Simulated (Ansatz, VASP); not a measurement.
## One calculation of LiSi2, two programs

```
CELL_PARAMETERS angstrom
3.01144 -1.69685 0.00000
3.01144 1.69685 0.00000
-0.12483 0.00000 4.19870
ATOMIC_POSITIONS crystal
Li 0.00000 0.00000 0.00000
Si 0.31769 0.31769 0.68403
Si 0.68231 0.68231 0.31597
```

Alike in both runs: task relaxation of cell and atoms; functional PBE; k mesh 6 × 6 × 4; occupations gaussian, width 0.1 eV; no spin polarisation.

```csv
,VASP,Ansatz
version,VASP 6.6.1,Ansatz 0.2.0
potentials or method,"VASP PAW PBE potentials, release 64 (Li_sv, Si)","scalar-relativistic, plane waves, PAW"
plane-wave cutoff (eV),600,420
valence electrons in the cell,11,11
```

```tsv
	VASP	Ansatz	Ansatz less VASP
gap on the k mesh at the Fermi level, each at its own relaxed structure (eV)	none	none	-
relaxed volume (Å³/atom)	18.57	18.54	-0.033
relaxed cell length with the largest relative difference (Å)	3.815	3.805	-0.0100
energy change over the relaxation (meV/atom)	-392	-391	+1.0
```

A gap of «none» marks a metal or a gap that the smearing closes.

Caveats: the k mesh is coarse (spacing up to 0.37 Å⁻¹), so the values aren't converged; the cutoff is under 1.25 times the usual one of these potentials, so pressure, stress and relaxed cells hold a basis-set (Pulay) error (VASP); the volume moved by over 15 % at a fixed basis, so the end points are rough (VASP).
